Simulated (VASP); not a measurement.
These are r2SCAN+rVV10, VASP's PBE PAW potentials (set 64) (plane waves; VASP 6.6.1) values and carry that method's errors.

A VASP calculation is set up with these files.

### KPOINTS
```
Automatic mesh
0
Gamma
11 11 11
0 0 0
```

File POSCAR:
```
LiF
1
    0.0000000000     1.9823143829     1.9823143829
    1.9823143829     0.0000000000     1.9823143829
    1.9823143829     1.9823143829     0.0000000000
Li F
1 1
Direct
  0.0000000000   0.0000000000   0.0000000000
  0.5000000000   0.5000000000   0.5000000000
```

INCAR:
```
CPARAM=0.0093
ENCUT=520   ! plane-wave cut-off (eV)
EDIFF=1E-7   ! SCF stop (eV)
SYSTEM=LiF
LREAL=.FALSE.
SIGMA=0.05   ! width (eV)
ALGO=Normal
PREC=Accurate
BPARAM=11.95
LUSE_VDW=.TRUE.
ISMEAR=0
NELM=100   ! most electronic steps
LASPH=.TRUE.
LCHARG=.FALSE.
ISIF=2
LMIXTAU=.TRUE.
LWAVE=.FALSE.
METAGGA=R2SCAN
```

POTCAR, in this order: Li_sv F (PBE.64 set). Program: vasp_std.

Output of the run:

**OSZICAR**
```
       N       E                     dE             d eps       ncg     rms          rms(c)
DAV:   1     0.255509292045E+02    0.25551E+02   -0.59197E+03  1081   0.116E+03
DAV:   2    -0.137144482696E+02   -0.39265E+02   -0.38165E+02  1164   0.216E+02
DAV:   3    -0.146375053115E+02   -0.92306E+00   -0.92167E+00  1371   0.310E+01
DAV:   4    -0.146434155168E+02   -0.59102E-02   -0.59097E-02  1415   0.241E+00
DAV:   5    -0.146434409907E+02   -0.25474E-04   -0.25474E-04  1323   0.106E-01    0.382E+00
DAV:   6    -0.115518663573E+02    0.30916E+01   -0.44362E-01  1367   0.697E+00    0.188E+00
DAV:   7    -0.127552105648E+02   -0.12033E+01   -0.33274E+00  1141   0.161E+01    0.297E+00
DAV:   8    -0.116769938064E+02    0.10782E+01   -0.46563E-01  1055   0.662E+00    0.140E+00
DAV:   9    -0.114391134862E+02    0.23788E+00   -0.52716E-01  1016   0.748E+00    0.106E+00
DAV:  10    -0.115739656345E+02   -0.13485E+00   -0.21984E-01  1008   0.533E+00    0.678E-02
DAV:  11    -0.115790343210E+02   -0.50687E-02   -0.32406E-03  1028   0.895E-01    0.763E-02
DAV:  12    -0.115788761762E+02    0.15814E-03   -0.29879E-03  1052   0.627E-01    0.954E-02
DAV:  13    -0.115792095661E+02   -0.33339E-03   -0.12118E-03  1037   0.429E-01    0.138E-02
DAV:  14    -0.115794087689E+02   -0.19920E-03   -0.72891E-05  1017   0.132E-01    0.248E-03
DAV:  15    -0.115794092565E+02   -0.48769E-06   -0.92602E-07  1447   0.130E-02    0.211E-03
DAV:  16    -0.115794124656E+02   -0.32091E-05   -0.30093E-07  1073   0.706E-03    0.278E-04
DAV:  17    -0.115794119460E+02    0.51962E-06   -0.16497E-07  1034   0.629E-03    0.582E-05
DAV:  18    -0.115794125205E+02   -0.57454E-06   -0.89835E-09   553   0.143E-03    0.435E-05
DAV:  19    -0.115794124103E+02    0.11019E-06   -0.53229E-10   532   0.371E-04    0.317E-05
DAV:  20    -0.115794124686E+02   -0.58232E-07   -0.12745E-10   514   0.173E-04
   1 F= -.11579412E+02 E0= -.11579412E+02  d E =-.695549E-15
```

**OUTCAR**
```
------------------------ aborting loop because EDIFF is reached ----------------------------------------
  FORCE on cell =-STRESS in cart. coord.  units (eV):
  Direction    XX          YY          ZZ          XY          YZ          ZX
  --------------------------------------------------------------------------------------
  Total       -0.0065358     -0.0065358     -0.0065358     -0.0000000     -0.0000000      0.0000000
  in kB       -0.6721454     -0.6721454     -0.6721454     -0.0000000     -0.0000000      0.0000000
  external PRESSURE =      -0.6721454 kB  Pullay stress =       0.0000000 kB
  volume of cell :       15.58
      direct lattice vectors                 reciprocal lattice vectors
     0.000000000  1.982314383  1.982314383    -0.252230425  0.252230425  0.252230425
     1.982314383  0.000000000  1.982314383     0.252230425 -0.252230425  0.252230425
     1.982314383  1.982314383  0.000000000     0.252230425  0.252230425 -0.252230425
  FREE ENERGIE OF THE ION-ELECTRON SYSTEM (eV)
  ---------------------------------------------------
  free  energy   TOTEN  =       -11.5794124686 eV

  energy  without entropy=      -11.5794124686  energy(sigma->0) =      -11.57941247
```
(Selected blocks of OUTCAR.)

File OUTCAR:
```
 val. band max:       -1.3496859121   @ k =   0.0000   0.0000   0.0000

 cond. band min:       9.3191820284   @ k =   0.0000   0.0000   0.0000


 Fermi energy:        -1.0939517555

 k-point     1 :       0.0000    0.0000    0.0000
  band No.  band energies     occupation
      1     -43.2794      2.00000
      2     -22.5796      2.00000
      3      -1.3497      2.00000
      4      -1.3497      2.00000
      5      -1.3497      2.00000
      6       9.3192      0.00000
      7      24.5519      0.00000
      8      24.5519      0.00000
      9      24.5519      0.00000

 k-point     2 :       0.0909    0.0000    0.0000
  band No.  band energies     occupation
      1     -43.2738      2.00000
      2     -22.5465      2.00000
      3      -1.5965      2.00000
      4      -1.3715      2.00000
      5      -1.3715      2.00000
      6       9.5539      0.00000
      7      21.9772      0.00000
      8      23.6745      0.00000
      9      23.6749      0.00000

 k-point     3 :       0.1818    0.0000    0.0000
  band No.  band energies     occupation
      1     -43.2587      2.00000
      2     -22.4548      2.00000
      3      -2.2166      2.00000
      4      -1.4290      2.00000
      5      -1.4290      2.00000
      6      10.0978      0.00000
      7      19.5203      0.00000
      8      22.2520      0.00000
      9      22.2525      0.00000

 k-point     4 :       0.2727    0.0000    0.0000
  band No.  band energies     occupation
      1     -43.2391      2.00000
      2     -22.3318      2.00000
      3      -2.9591      2.00000
      4      -1.5022      2.00000
      5      -1.5022      2.00000
      6      10.5793      0.00000
      7      17.9833      0.00000
      8      20.9439      0.00000
      9      20.9444      0.00000

 k-point     5 :       0.3636    0.0000    0.0000
  band No.  band energies     occupation
      1     -43.2210      2.00000
      2     -22.2136      2.00000
      3      -3.5916      2.00000
...
```

The compound is LiF in the rock salt structure. It was relaxed first.
